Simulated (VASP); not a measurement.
All values below come from PBE GGA, VASP's PBE PAW potentials (set 64) (plane waves; VASP).

Gaps are without spin-orbit coupling.

**Question.** Order these relaxed crystals by band gap, smallest first: PbO, P4/nmm (129); AlN, F-43m (216); SiO2, P3_221 (154); MoTe2, P6_3/mmc (194).

**Answer.** MoTe2, P6_3/mmc (194) (0.89 eV), PbO, P4/nmm (129) (1.68 eV), AlN, F-43m (216) (3.31 eV), SiO2, P3_221 (154) (5.69 eV)
